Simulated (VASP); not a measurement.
Data:

```
CELL_PARAMETERS angstrom
      5.06707     0.00000     0.00000
      0.00000     5.06707     0.00000
      0.00000     0.00000     5.06707
ATOMIC_POSITIONS crystal
  Nb 0.25000 0.00000 0.50000
  Nb 0.50000 0.25000 0.00000
  Nb 0.50000 0.75000 0.00000
  Nb 0.75000 0.00000 0.50000
  Nb 0.00000 0.50000 0.75000
  Nb 0.00000 0.50000 0.25000
  Sn 0.50000 0.50000 0.50000
  Sn 0.00000 0.00000 0.00000
```

Method: LDA (Ceperley-Alder, Perdew-Zunger), VASP's LDA PAW potentials (set 64) (plane waves; VASP 6.6.1). Run with 500 eV cut-off, 6×6×6 Γ-centred mesh, first-order Methfessel-Paxton smearing of 0.10 eV, potentials Nb_sv Sn_d.

Energy and stress use the plane-wave basis of the starting cell.

Question: The ions, cell shape and volume at an external pressure of 30.0 GPa are relaxed. Predict the relaxed structure.

Answer: 
```
CELL_PARAMETERS angstrom
      5.00765     0.00000     0.00000
      0.00000     5.00765     0.00000
      0.00000     0.00000     5.00765
ATOMIC_POSITIONS crystal
  Nb 0.25000 0.00000 0.50000
  Nb 0.50000 0.25000 0.00000
  Nb 0.50000 0.75000 0.00000
  Nb 0.75000 0.00000 0.50000
  Nb 0.00000 0.50000 0.75000
  Nb 0.00000 0.50000 0.25000
  Sn 0.50000 0.50000 0.50000
  Sn 0.00000 0.00000 0.00000
```
Space group Pm-3n (223), at a tolerance of 0.03 Å.

Question: How do energy and volume change from the first to the last step?

Answer: The energy (σ→0) changes by +87.5 meV/atom and the volume by -3.5 %, in 4 ionic steps.

```tsv
step	E(σ→0) (eV)	max force (eV/Å)	pressure (GPa)	volume (Å³)
1	-77.5274	0.000	19.91	130.10
2	-72.5125	0.000	74.18	111.76
3	-76.8633	0.000	29.47	125.77
4	-76.8274	0.000	29.93	125.57
```

The compound is Nb3Sn in the A15 structure. This run relaxes it under an external pressure of 30 GPa. Symmetry was kept, so distortions that lower it aren't found.
